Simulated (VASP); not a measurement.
OSZICAR of a VASP run on SrO (rock salt):

File OSZICAR:
```
       N       E                     dE             d eps       ncg     rms          rms(c)
DAV:   1     0.832167088123E+02    0.83217E+02   -0.93066E+03  1416   0.144E+03
DAV:   2    -0.107053244770E+02   -0.93922E+02   -0.85501E+02  1960   0.263E+02
DAV:   3    -0.144616523887E+02   -0.37563E+01   -0.37304E+01  1892   0.517E+01
DAV:   4    -0.145764181971E+02   -0.11477E+00   -0.11472E+00  2004   0.765E+00
DAV:   5    -0.145772842738E+02   -0.86608E-03   -0.86606E-03  1844   0.726E-01    0.158E+01
DAV:   6    -0.127651926138E+02    0.18121E+01   -0.94141E+00  1664   0.225E+01    0.189E+01
DAV:   7    -0.126270473665E+02    0.13815E+00   -0.62019E-01  1744   0.692E+00    0.108E+01
DAV:   8    -0.126025474450E+02    0.24500E-01   -0.14575E-01  1504   0.422E+00    0.717E-01
DAV:   9    -0.126026403786E+02   -0.92934E-04   -0.11198E-02  2180   0.878E-01    0.230E-01
DAV:  10    -0.126029497423E+02   -0.30936E-03   -0.79999E-04  1604   0.283E-01    0.847E-02
DAV:  11    -0.126030352468E+02   -0.85505E-04   -0.10166E-04  1572   0.926E-02    0.378E-02
DAV:  12    -0.126030437372E+02   -0.84904E-05   -0.98193E-06  2164   0.297E-02    0.256E-02
DAV:  13    -0.126030428887E+02    0.84850E-06   -0.13921E-06  1708   0.147E-02    0.240E-03
DAV:  14    -0.126030427863E+02    0.10242E-06   -0.18838E-07  1376   0.416E-03    0.120E-03
DAV:  15    -0.126030427631E+02    0.23205E-07   -0.34969E-08   920   0.161E-03
   1 F= -.12603043E+02 E0= -.12603043E+02  d E =-.126030E+02
```

Question: Which electronic solver shows in the log?

Answer: It is blocked Davidson (ALGO = Normal, or the opening steps of other solvers). The INCAR had ALGO = Normal.

Question: Can the final energy be trusted as converged?

Answer: Self-consistency was reached. It stopped with EDIFF = 1E-7, NELM = 100, NSW = 30 and EDIFFG = -0.01 after 1 ionic step (PBEsol GGA, plane waves, VASP's PBE PAW potentials (set 64)).

The compound is SrO in the rock salt structure. This cell was strained or had an atom moved on purpose.
